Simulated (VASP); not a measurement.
Data:

```
CELL_PARAMETERS angstrom
      3.77773     0.00000     0.00000
      0.00000     3.77773     0.00000
      0.00000     0.00000     3.77773
ATOMIC_POSITIONS crystal
  Zn 0.00000 0.50000 0.50000
  Zn 0.50000 0.50000 0.00000
  Zn 0.50000 0.00000 0.50000
  Mo 0.00000 0.00000 0.00000
```

These are PBE GGA, VASP's PBE PAW potentials (set 64) (plane waves; VASP) values and carry that method's errors. Run with 300 eV cut-off, 9×9×9 Γ-centred mesh, Fermi-Dirac smearing of 0.14 eV, potentials Zn Mo_sv.

At this cut-off the stress carries a Pulay error, which pulls relaxed volumes low. Energy and stress use the plane-wave basis of the starting cell.

Problem. The ions, cell shape and volume are relaxed. Which structure does the run end with?

Solution. 
```
CELL_PARAMETERS angstrom
      3.86349     0.00000     0.00000
      0.00000     3.86349     0.00000
      0.00000     0.00000     3.86349
ATOMIC_POSITIONS crystal
  Zn 0.00000 0.50000 0.50000
  Zn 0.50000 0.50000 0.00000
  Zn 0.50000 0.00000 0.50000
  Mo 0.00000 0.00000 0.00000
```
Space group Pm-3m (221), at a tolerance of 0.03 Å.

Problem. How do energy and volume change from the first to the last step?

Solution. The energy (σ→0) changes by -29.8 meV/atom and the volume by +7.0 %, in 3 ionic steps.

The structure was generated: Zn3Mo was put into an ordered model structure, which need not be its known phase. This run relaxes it. Symmetry was kept, so distortions that lower it aren't found. The run is one of a series of settings (EDIFFG = -0.01, IBRION = 2, ISIF = 3, NSW = 50 against the base run), some of them coarse on purpose.
